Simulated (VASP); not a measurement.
OSZICAR of a VASP run on GaN (zinc blende):

File OSZICAR:
```
       N       E                     dE             d eps       ncg     rms          rms(c)
DAV:   1     0.748702131847E+02    0.74870E+02   -0.10152E+04  1512   0.258E+03
DAV:   2    -0.243698628208E+02   -0.99240E+02   -0.94675E+02  1624   0.363E+02
DAV:   3    -0.317231238290E+02   -0.73533E+01   -0.73068E+01  1661   0.915E+01
DAV:   4    -0.318418801493E+02   -0.11876E+00   -0.11866E+00  1696   0.126E+01
DAV:   5    -0.318437232051E+02   -0.18431E-02   -0.18430E-02  1647   0.140E+00    0.717E+00
DAV:   6    -0.258848494602E+02    0.59589E+01   -0.61081E+00  2199   0.598E+01    0.249E+00
DAV:   7    -0.268155548743E+02   -0.93071E+00   -0.52477E-01  1823   0.186E+01    0.160E+00
DAV:   8    -0.266534598721E+02    0.16210E+00   -0.19239E-01  1461   0.562E+00    0.725E-01
DAV:   9    -0.267591244470E+02   -0.10566E+00   -0.20638E-01  1461   0.607E+00    0.551E-01
DAV:  10    -0.268476447924E+02   -0.88520E-01   -0.78896E-02  1456   0.371E+00    0.120E-01
DAV:  11    -0.268811953078E+02   -0.33551E-01   -0.18702E-02  1456   0.190E+00    0.145E-01
DAV:  12    -0.268807641044E+02    0.43120E-03   -0.12113E-03  1627   0.509E-01    0.821E-02
DAV:  13    -0.268841336373E+02   -0.33695E-02   -0.30222E-03  1480   0.886E-01    0.573E-02
DAV:  14    -0.268842893978E+02   -0.15576E-03   -0.24299E-04  1484   0.213E-01    0.570E-02
DAV:  15    -0.268842061977E+02    0.83200E-04   -0.20204E-04  1514   0.209E-01    0.201E-02
DAV:  16    -0.268842607843E+02   -0.54587E-04   -0.76601E-05  1482   0.133E-01    0.101E-02
DAV:  17    -0.268842571941E+02    0.35901E-05   -0.40483E-06  1691   0.268E-02    0.953E-03
DAV:  18    -0.268842587533E+02   -0.15592E-05   -0.36305E-06  1466   0.321E-02    0.548E-03
DAV:  19    -0.268842627501E+02   -0.39967E-05   -0.14071E-06  1556   0.167E-02    0.168E-03
DAV:  20    -0.268842643875E+02   -0.16374E-05   -0.59038E-07  1466   0.114E-02    0.616E-04
DAV:  21    -0.268842652901E+02   -0.90255E-06   -0.20720E-08   783   0.224E-03    0.457E-04
DAV:  22    -0.268842642792E+02    0.10108E-05   -0.26497E-08   923   0.303E-03    0.294E-04
DAV:  23    -0.268842654051E+02   -0.11259E-05   -0.14425E-08   763   0.178E-03    0.994E-05
DAV:  24    -0.268842653125E+02    0.92643E-07   -0.33390E-09   753   0.782E-04
   1 F= -.26884265E+02 E0= -.26884265E+02  d E =0.000000E+00
       N       E                     dE             ncg
       N       E                     dE             ncg
```

### Question
Which electronic solver shows in the log?

### Answer
It is blocked Davidson (ALGO = Normal, or the opening steps of other solvers). The INCAR had ALGO = Normal.

### Question
Can the final energy be trusted as converged?

### Answer
Self-consistency was reached. It stopped with EDIFF = 1E-7, NELM = 100 (SCAN meta-GGA, plane waves, VASP's PBE PAW potentials (set 64)).

The compound is GaN in the zinc blende structure, a metastable form; wurtzite is the usual one. It was relaxed first.
